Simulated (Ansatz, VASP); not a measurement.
# Two plane-wave programs on HfMg2C2

```xyz
5
Lattice="3.3713 0.0000 0.0000 -1.6856 2.9196 0.0000 0.0000 0.0000 7.6295" Properties=species:S:1:pos:R:3 pbc="T T T"
Mg    0.0000    1.9464    6.1824
Mg    1.6856    0.9732    1.4471
Hf    0.0000    0.0000    3.8148
C     0.0000    1.9464    2.5249
C     1.6856    0.9732    5.1047
```

Alike in both runs: functional PBE; k mesh 6 × 6 × 2; occupations gaussian, width 0.1 eV; no spin polarisation.

Ansatz relaxed the structure, and its values are those at the end. VASP's run is a single point on that final structure, the one shown.

```csv
,VASP,Ansatz
version,VASP 6.6.1,Ansatz 0.2.0
potentials or method,"VASP PAW PBE potentials, release 64 (Mg, Hf_pv, C)","scalar-relativistic, plane waves, PAW"
plane-wave cutoff (eV),520,420
valence electrons in the cell,22,54
```

Ansatz gave:

```
gap on the k mesh at the Fermi level (eV) : none
pressure (GPa)                            : 0.0
rms of the force components (eV/Å)        : 0.002
```

Task: What did VASP give for the same quantities?

Result: gap on the k mesh at the Fermi level (eV): none; pressure (GPa): -0.4; rms of the force components (eV/Å): 0.012.

A gap of «none» marks a metal or a gap that the smearing closes. The two sets of potentials don't hold the same shells in valence.

Caveats: the k mesh is coarse (spacing up to 0.41 Å⁻¹), so the values aren't converged. The runs have no spin-orbit coupling, so splittings on Hf are missing.
